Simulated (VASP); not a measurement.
Set up this calculation in VASP 6.6.1, as the native input.

```
Task                   : relaxation of cell and atoms
Functional             : PBE
Potentials or basis    : VASP PAW PBE potentials, release 64 (Sb, Bi_d, O)
Cutoff                 : 520 eV
k mesh                 : 3 × 3 × 2
Occupations            : gaussian, width 0.15 eV
Spin                   : no spin polarisation
Further INCAR settings : PREC = Normal; ALGO = Fast; EDIFF = 0.0001; IBRION = 2; EDIFFG = -0.08; NSW = 24; ISIF = 3
```

The structure of Bi3SbO3 lies in POSCAR:

```
Bi3SbO3
1.0
    5.2874843900      0.0000000000      0.0000000000
   -2.6437422000      4.5790958100      0.0000000000
    0.0000000000      0.0000000000      7.4019125600
Sb Bi O
1 3 3
Direct
    0.0000000000      0.0000000000      0.5000000000
    0.5000000000      0.0000000000      0.0000000000
    0.0000000000      0.5000000000      0.0000000000
    0.5000000000      0.5000000000      0.0000000000
    0.3333333300      0.6666666700      0.5000000000
    0.6666666700      0.3333333300      0.5000000000
    0.0000000000      0.0000000000      0.0000000000
```

The cell was built by a generator and needn't be a form met in nature.

One way to write it, as run:

INCAR

```
SYSTEM = Bi3SbO3
  PREC = Normal
  ENCUT = 520
  EDIFF = 1E-4
  ISMEAR = 0
  SIGMA = 0.15
  LREAL = .FALSE.
  LASPH = .TRUE.
  NELM = 60
  ALGO = Fast
  ISIF = 3
  LWAVE = .FALSE.
  LCHARG = .FALSE.
  GGA = PE
  IBRION = 2
  NSW = 24
  EDIFFG = -0.08
```

KPOINTS

```
Automatic mesh
0
G
  3 3 2
  0 0 0
```

Potentials or basis: VASP PAW PBE potentials, release 64 (Sb, Bi_d, O).

Command:

```console
$ cat potpaw_PBE.64/Sb/POTCAR potpaw_PBE.64/Bi_d/POTCAR potpaw_PBE.64/O/POTCAR > POTCAR
$ mpirun -np 1 vasp_std > vasp.out
```

Results of the run:

- Relaxed volume: 20.13 Å³/atom
- Relaxed cell: a = 6.484 Å, b = 6.484 Å, c = 3.870 Å, α = 90.00°, β = 90.00°, γ = 120.00°
- Space group after relaxing (to 0.05 Å): P6/mmm (No. 191)
- Energy gained by relaxing: 1687.7 meV/atom
- Ionic steps: 16
- Pressure after relaxing: 0.5 GPa
- Band gap on the k mesh: none (metal or under the smearing width)

Caveat: the k mesh is coarse (spacing up to 0.46 Å⁻¹), so the values aren't converged; the volume moved by over 15 % at a fixed basis, so the end points are rough; spin-orbit coupling is left out, which moves the levels of the heavy elements.

Run time: 6.9 min on 1 thread of Intel(R) Xeon(R) Platinum 8488C (Sapphire Rapids) (shared host), peak memory 0.22 GiB.
